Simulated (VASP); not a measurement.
Input:

```xyz
1
Lattice="0.0000 1.8858 1.8858 1.8858 0.0000 1.8858 1.8858 1.8858 0.0000" Properties=species:S:1:pos:R:3 pbc="T T T"
Rh     0.0000     0.0000     0.0000
```

Level of theory: AM05 GGA, VASP's PBE PAW potentials (set 64) (plane waves; VASP). Settings: 520 eV cut-off, Gaussian smearing of 0.050 eV, potentials Rh_pv.

### Question
Give the energies of bands 4 to 9 at the high-symmetry points, in eV from the Fermi level.

### Answer

```tsv
band	Γ	X	U	L	W
4	-8.24	-6.58	-5.75	-6.37	-5.24
5	-3.21	-6.20	-4.97	-3.29	-3.97
6	-3.21	0.59	-2.17	-3.29	-3.97
7	-3.21	1.03	-0.71	0.60	-1.25
8	-1.01	1.03	0.39	0.61	1.04
9	-1.01	3.21	7.99	0.61	9.75
```

It has no gap at this level: it comes out as a metal or semimetal.

The compound is Rh in the fcc structure. It was relaxed first.
